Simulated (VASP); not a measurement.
These are HSEsol screened hybrid, VASP's PBE PAW potentials (set 64) (plane waves; VASP) values and carry that method's errors.

Input for VASP

**KPOINTS**
```
Automatic mesh
0
Gamma
6 6 6
0 0 0
```

### POSCAR
```
CuI
5.8925280
  0.0000000000   0.5000000034   0.5000000034
  0.5000000034   0.0000000000   0.5000000034
  0.5000000034   0.5000000034   0.0000000000
Cu I
1 1
Cartesian
  0.0000000000   0.0000000000   0.0000000000
  0.2500000017   0.2500000017   0.2500000017
```

**INCAR**
```
! general
SYSTEM   = CuI
PREC     = Accurate
ENCUT    = 520
LREAL    = F
LASPH    = T   ! aspherical one-centre terms
ISYM     = 3

! electronic loop
EDIFF    = 1E-6   ! SCF stop (eV)
NELM     = 60   ! most electronic steps
ALGO     = Normal   ! blocked Davidson
LMAXMIX  = 4   ! l cut-off of mixed one-centre charges

! smearing
ISMEAR   = 0   ! Gaussian
SIGMA    = 0.05   ! width (eV)

! functional
GGA      = PS   ! PBEsol
LHFCALC  = T
AEXX     = 0.25
HFSCREEN = 0.2   ! 1/Angstrom
PRECFOCK = Fast

! ions
ISIF     = 2   ! forces and stress, cell fixed

! output
LWAVE    = F
LCHARG   = F
```

POTCAR, in this order: Cu I (PBE.64 set). Program: vasp_std. Read from the step before: WAVECAR.

The run wrote:

**OSZICAR**
```
       N       E                     dE             d eps       ncg     rms          rms(c)
DAV:   1    -0.702709198306E+01   -0.70271E+01   -0.69273E-01   632   0.345E+01    0.265E+00
DAV:   2    -0.697656565237E+01    0.50526E-01   -0.49851E-01   496   0.288E+01    0.240E+00
DAV:   3    -0.698515167102E+01   -0.85860E-02   -0.32956E-02   556   0.217E+00    0.144E+00
DAV:   4    -0.698436924235E+01    0.78243E-03   -0.64587E-03   476   0.320E+00    0.863E-01
DAV:   5    -0.698433154988E+01    0.37692E-04   -0.79677E-04   649   0.864E-01    0.575E-01
DAV:   6    -0.698430530858E+01    0.26241E-04   -0.86121E-05   619   0.284E-01    0.336E-01
DAV:   7    -0.698429167541E+01    0.13633E-04   -0.19606E-05   633   0.143E-01    0.186E-01
DAV:   8    -0.698428761765E+01    0.40578E-05   -0.14615E-06   361   0.121E-02    0.108E-01
DAV:   9    -0.698428604357E+01    0.15741E-05   -0.48495E-07   243   0.214E-02    0.639E-02
DAV:  10    -0.698428549451E+01    0.54907E-06   -0.39575E-07   238   0.783E-03
   1 F= -.69842855E+01 E0= -.69842855E+01  d E =-.752421E-12
```

### OUTCAR
```
------------------------ aborting loop because EDIFF is reached ----------------------------------------
  FORCE on cell =-STRESS in cart. coord.  units (eV):
  Direction    XX          YY          ZZ          XY          YZ          ZX
  --------------------------------------------------------------------------------------
  Total        0.7214378      0.7214378      0.7214378      0.0000000     -0.0000000      0.0000000
  in kB       22.5977148     22.5977148     22.5977148      0.0000000     -0.0000000      0.0000000
  external PRESSURE =      22.5977148 kB  Pullay stress =       0.0000000 kB
  volume of cell :       51.15
      direct lattice vectors                 reciprocal lattice vectors
     0.000000000  2.946264020  2.946264020    -0.169706447  0.169706447  0.169706447
     2.946264020  0.000000000  2.946264020     0.169706447 -0.169706447  0.169706447
     2.946264020  2.946264020  0.000000000     0.169706447  0.169706447 -0.169706447
  FREE ENERGIE OF THE ION-ELECTRON SYSTEM (eV)
  ---------------------------------------------------
  free  energy   TOTEN  =        -6.9842854945 eV

  energy  without entropy=       -6.9842854945  energy(sigma->0) =       -6.98428549

  exchange ACFDT corr.  =         0.00000000  see jH, gK, PRB 81, 115126
```
(Selected blocks of OUTCAR.)

OUTCAR:
```
 val. band max:        4.3779806229   @ k =   0.0000   0.0000   0.0000

 cond. band min:       7.0329840019   @ k =   0.0000   0.0000   0.0000


 Fermi energy:         4.6019811205

 k-point     1 :       0.0000    0.0000    0.0000
  band No.  band energies     occupation
      1     -10.9623      2.00000
      2      -0.1392      2.00000
      3      -0.1392      2.00000
      4      -0.1392      2.00000
      5       1.4218      2.00000
      6       1.4218      2.00000
      7       4.3780      2.00000
      8       4.3780      2.00000
      9       4.3780      2.00000
     10       7.0330      0.00000
     11      10.4976      0.00000
     12      10.4976      0.00000
     13      10.4976      0.00000

 k-point     2 :       0.1667    0.0000    0.0000
  band No.  band energies     occupation
      1     -10.7926      2.00000
      2      -0.4891      2.00000
      3      -0.1030      2.00000
      4      -0.1030      2.00000
      5       1.4110      2.00000
      6       1.4110      2.00000
      7       3.1334      2.00000
      8       4.1047      2.00000
      9       4.1047      2.00000
     10       7.9793      0.00000
     11      10.5975      0.00000
     12      10.9136      0.00000
     13      10.9136      0.00000

 k-point     3 :       0.3333    0.0000    0.0000
  band No.  band energies     occupation
      1     -10.4134      2.00000
      2      -1.3428      2.00000
      3      -0.0392      2.00000
      4      -0.0392      2.00000
      5       1.4214      2.00000
      6       1.4214      2.00000
      7       1.8981      2.00000
      8       3.6161      2.00000
      9       3.6161      2.00000
     10       8.0359      0.00000
     11      11.1557      0.00000
     12      11.1557      0.00000
     13      12.4258      0.00000

 k-point     4 :       0.5000    0.0000    0.0000
  band No.  band energies     occupation
      1     -10.1978      2.00000
      2      -1.8378      2.00000
      3      -0.0134      2.00000
...
```

Unless said otherwise, spin-orbit coupling is left out, though it shifts the bands of the heavy elements here.

The compound is CuI in the zinc blende structure. This cell is one point of a volume scan, at 0.91 of the reference volume. The cell's shape comes from a PBE relaxation.
